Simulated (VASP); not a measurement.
All values below come from PBE GGA, VASP's PBE PAW potentials (set 64) (plane waves; VASP).

VASP ran on this input.

### INCAR
```
ALGO  =  Normal
EDIFF  =  1E-6
ENCUT  =  300
GGA  =  PE
ISIF  =  2
ISMEAR  =  -1
LASPH  =  .True.
LCHARG  =  .False.
LMAXMIX  =  4
LREAL  =  .False.
LWAVE  =  .False.
NELM  =  100
PREC  =  Accurate
SIGMA  =  0.05
SYSTEM  =  SrCl2
```

KPOINTS:
```
Automatic
0
G
  2 2 2
0 0 0
```

File POSCAR:
```
SrCl2
1
    0.0000000000     3.4900000000     3.4900000000
    3.4900000000     0.0000000000     3.4900000000
    3.4900000000     3.4900000000     0.0000000000
Sr Cl
1 2
Direct
 -0.0027050000  -0.0089210000   0.0023840000
  0.2410870000   0.2573820000   0.2481460000
  0.7616180000   0.7515390000   0.7494700000
```

POTCAR, in this order: Sr_sv Cl (PBE.64 set). Program: vasp_std.

At this cut-off the stress carries a Pulay error, which pulls relaxed volumes low. Gaps are read on the run's mesh, which can miss a band edge.

Task: Predict the energy per atom (σ→0), pressure, largest force, band gap (on the k-mesh).

Result: 
- energy per atom (σ→0) = -4.241 eV/atom
- band gap (on the k-mesh) = 5.30 eV
- pressure = 1.09 GPa
- largest force = 0.258 eV/Å

OSZICAR:
```
...
DAV:   8    -0.127205169521E+02   -0.38720E-02   -0.63297E-02   312   0.139E+00    0.320E-01
DAV:   9    -0.127219908672E+02   -0.14739E-02   -0.20776E-03   320   0.281E-01    0.119E-01
DAV:  10    -0.127234364919E+02   -0.14456E-02   -0.11866E-03   296   0.210E-01    0.271E-02
DAV:  11    -0.127235179321E+02   -0.81440E-04   -0.66858E-05   360   0.451E-02    0.276E-02
DAV:  12    -0.127235426133E+02   -0.24681E-04   -0.24335E-05   312   0.273E-02    0.387E-03
DAV:  13    -0.127235437995E+02   -0.11862E-05   -0.12358E-06   344   0.595E-03    0.145E-03
DAV:  14    -0.127235440282E+02   -0.22864E-06   -0.34711E-07   248   0.386E-03
   1 F= -.12723544E+02 E0= -.12723544E+02  d E =-.263562E-10
```

The structure is a typed SrCl2 crystal. The cell was not relaxed at this level, atoms are displaced from their ideal sites. The k-mesh is coarse (spacing up to 0.78 per Å, 2π included), so the numbers may not be converged in it. The run is one of a series of settings (KPOINTS 2×2×2 Γ-centred mesh against the base run), some of them coarse on purpose.
